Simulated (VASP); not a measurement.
```xyz
4
Lattice="0.0000 1.9309 1.9309 1.9309 0.0000 1.9309 7.7004 7.7004 0.0230" Properties=species:S:1:pos:R:3 pbc="T T T"
Pd     7.6839     7.6839     0.0395
Pd     1.9251     1.9251     0.0058
Pd     5.7976     5.7976     3.8567
Ir     5.7753     5.7753     0.0173
```

All values below come from PBEsol GGA, VASP's PBE PAW potentials (set 64) (plane waves; VASP). Settings: 400 eV cut-off, Gaussian smearing of 0.050 eV, potentials Pd Ir.

Unless said otherwise, spin-orbit coupling is left out, though it shifts the bands of the heavy elements here.

Problem. Predict the band gap (along the path) with the smallest direct gap where there is one.

Solution. 
```
Quantity                                                      Value
-------------------------  ----------------------------------------
band gap (along the path)  none (metal, semimetal or under 0.01 eV)
```

The structure was generated: IrPd3 was put into an ordered model structure (R-3m), which need not be its known phase. It was relaxed first. The electron count is odd and the run is not spin-polarised, which forces a metal.
